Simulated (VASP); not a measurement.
Set up this calculation in VASP 6.6.1, as the native input.

```yaml
Task: relaxation of cell and atoms
Functional: PBE
Potentials_or_basis: VASP PAW PBE potentials, release 64 (Ga_d, Ge_d, O)
Cutoff: 520 eV
k_mesh: 4 × 4 × 2
Occupations: gaussian, width 0.15 eV
Spin: no spin polarisation
Further_INCAR_settings: PREC = Normal; ALGO = Fast; EDIFF = 0.0001; IBRION = 2; EDIFFG = -0.08; NSW = 24; ISIF = 3
```

The structure of Ga2GeO5 lies in POSCAR:

```
Ga2GeO5
1.0
    3.7145289800      0.0000000000      0.0000000000
   -1.8572644900      3.2168764600      0.0000000000
    0.0000000000      0.0000000000      8.5982049700
Ga Ge O
2 1 5
Direct
    0.0000000000      0.0000000000      0.7155629200
    0.0000000000      0.0000000000      0.2844370800
    0.0000000000      0.0000000000      0.0000000000
    0.3333333300      0.6666666700      0.3725711800
    0.6666666700      0.3333333300      0.6274288200
    0.5000000000      0.0000000000      0.0000000000
    0.0000000000      0.5000000000      0.0000000000
    0.5000000000      0.5000000000      0.0000000000
```

The cell was built by a generator and needn't be a form met in nature.

One way to write it, as run:

INCAR

```
ALGO = Fast
EDIFF = 1E-4
EDIFFG = -0.08
ENCUT = 520
GGA = PE
IBRION = 2
ISIF = 3
ISMEAR = 0
LASPH = T
LCHARG = F
LREAL = F
LWAVE = F
NELM = 60
NSW = 24
PREC = Normal
SIGMA = 0.15
```

KPOINTS

```
k-points
0
Gamma
  4 4 2
```

Potentials or basis: VASP PAW PBE potentials, release 64 (Ga_d, Ge_d, O).

The run is started by

```bash
$ cat potpaw_PBE.64/Ga_d/POTCAR potpaw_PBE.64/Ge_d/POTCAR potpaw_PBE.64/O/POTCAR > POTCAR
$ mpirun -np 1 vasp_std > vasp.out
```

It gave:

```json
{
 "Relaxed volume": "15.14 Å³/atom",
 "Relaxed cell": "a = 3.936 Å, b = 3.936 Å, c = 9.027 Å, α = 90.00°, β = 90.00°, γ = 120.00°",
 "Space group after relaxing (to 0.05 Å)": "P-3m1 (No. 164)",
 "Energy gained by relaxing": "245.2 meV/atom",
 "Ionic steps": "10",
 "Pressure after relaxing": "-0.2 GPa",
 "Largest force after relaxing": "0.044 eV/Å",
 "Band gap on the k mesh": "none (metal or under the smearing width)"
}
```

Caveat: the k mesh is coarse (spacing up to 0.49 Å⁻¹), so the values aren't converged; the volume moved by over 15 % at a fixed basis, so the end points are rough; the relaxation stopped at a loose force limit of 0.08 eV/Å, so its end isn't a converged minimum.

It took 3.2 min on 1 thread of Intel(R) Xeon(R) Platinum 8259CL CPU @ 2.50GHz (Skylake/Cascade Lake), with other jobs on the host, peak memory 0.19 GiB.
